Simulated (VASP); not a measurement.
Calculation: r2SCAN meta-GGA, VASP's PBE PAW potentials (set 64) (plane waves; VASP).

Input for VASP

### POSCAR
```
CuZn
1
    2.9500000000     0.0000000000     0.0000000000
    0.0000000000     2.9500000000     0.0000000000
    0.0000000000     0.0000000000     2.9500000000
Zn Cu
1 1
Direct
  0.5000000000   0.5000000000   0.5000000000
  0.0000000000   0.0000000000   0.0000000000
```

**INCAR**
```
LWAVE = .False.
ISMEAR = 1   # Methfessel-Paxton
IBRION = 2
ISIF = 3   # ions, shape and volume
LCHARG = .False.
NSW = 60
LASPH = .True.
LMAXMIX = 4   # l cut-off of mixed one-centre charges
METAGGA = R2SCAN
ALGO = Normal   # blocked Davidson
LREAL = .False.   # projection in real space or not
LMIXTAU = .True.
EDIFF = 1E-6   # SCF stop (eV)
EDIFFG = -0.01   # ionic stop
NELM = 100
SYSTEM = CuZn
PREC = Accurate
ENCUT = 400   # plane-wave cut-off (eV)
SIGMA = 0.1
```

File KPOINTS:
```
Automatic mesh
0
Gamma
11 11 11
0 0 0
```

POTCAR, in this order: Zn Cu (PBE.64 set). Program: vasp_std.

Question: What will the output report for the number of irreducible k-points (NKPTS), number of bands (NBANDS), largest plane-wave count, number of space-group operations, FFT grid (NGX, NGY, NGZ)?

Answer: 
```json
{
  "number of irreducible k-points (NKPTS)": "56",
  "number of bands (NBANDS)": "15",
  "largest_plane_wave_count": "476",
  "number_of_space_group_operations": "48",
  "FFT grid (NGX, NGY, NGZ)": "20 × 20 × 20"
}
```

The compound is CuZn in the CsCl type structure. This run relaxes it. Symmetry was kept, so distortions that lower it aren't found. The electron count is odd and the run is not spin-polarised, which forces a metal.
